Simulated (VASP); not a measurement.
# Zn4S3Se (ordered alloy cell): computed properties

Level of theory: PBEsol GGA, VASP's PBE PAW potentials (set 64) (plane waves; VASP).

- space group = Amm2 (38)
- cell = a = 3.8375 Å, b = 7.6753 Å, c = 10.8422 Å, α = β = γ = 90.00°
- volume per atom = 19.96 Å³/atom
- band gap (over mesh and band path) = 1.69 eV
- smallest direct gap (over mesh and band path) = 1.69 eV
- band-edge character = direct, Γ to Γ
- density = 4.54 g/cm³

```
Zn4S3Se
1.0
   -0.00014     5.42715     5.42109
    5.42715    -0.00014     5.42109
    2.71351     2.71351     0.00000
Zn Se S
4 1 3
Direct
  0.99260   0.99260   0.01479
  0.99587   0.51108   0.99306
  0.51108   0.99587   0.99306
  0.50043   0.50043   0.99915
  0.12563   0.12563   0.24874
  0.12592   0.62392   0.25017
  0.62392   0.12592   0.25017
  0.62456   0.62456   0.25088
```

The structure was generated: Zn4S3Se was put into an ordered model structure (Amm2), which need not be its known phase. It was relaxed first. Symmetry was kept, so distortions that lower it aren't found.
